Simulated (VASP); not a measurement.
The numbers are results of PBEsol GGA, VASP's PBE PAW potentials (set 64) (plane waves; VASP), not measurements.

Gaps are without spin-orbit coupling.

Order these relaxed crystals by band gap, smallest first: MgZnO2, R-3m (166); AgI, F-43m (216); PbSe, Fm-3m (225); InGaP2, R3m (160).

PbSe, Fm-3m (225) (0.17 eV), InGaP2, R3m (160) (0.67 eV), AgI, F-43m (216) (1.20 eV), MgZnO2, R-3m (166) (2.55 eV)
